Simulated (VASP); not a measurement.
**OZnH2: single point with PBE**

Molecule: OZnH2, in a box.

```
O Zn H
1.0
    10.00000    0.00000    0.00000
     0.00000   13.00000    0.00000
     0.00000    0.00000   11.00000
O Zn H
1 1 2
Direct
  0.53572 0.41410 0.56627
  0.50468 0.53484 0.49653
  0.46688 0.36302 0.56196
  0.48787 0.64022 0.43991
```

```
Program                : VASP 6.6.1
Task                   : single point
Functional             : PBE
Potentials or basis    : VASP PAW PBE potentials, release 64 (O, Zn, H)
Cutoff                 : 520 eV
k mesh                 : 1 × 1 × 1
Occupations            : gaussian, width 0.01 eV
Spin                   : no spin polarisation
Further INCAR settings : ALGO = Normal; EDIFF = 1e-07; NBANDS = 18
```

* Largest force: 0.661 eV/Å
* Gap between the frontier levels: 5.35 eV

Forces in eV/Å, atoms in the order of the input:
```
O    0.575  0.293  0.144
Zn  -0.127  0.338 -0.192
H   -0.498 -0.414 -0.061
H    0.051 -0.217  0.109
```

Levels at points of the mesh, in eV from the valence-band top:
```csv
k point,band 7,band 8,band 9,band 10,band 11,band 12,band 13,band 14
"(0.00, 0.00, 0.00)",-3.45,-1.64,-0.61,0.00,5.35,5.72,5.82,6.50
```

Wall time 2.5 min on 1 thread of Intel(R) Xeon(R) Platinum 8259CL CPU @ 2.50GHz (Skylake/Cascade Lake), with other jobs on the host, peak memory 1.1 GiB.

PBE gaps usually lie below the measured ones, often by a third to a half.
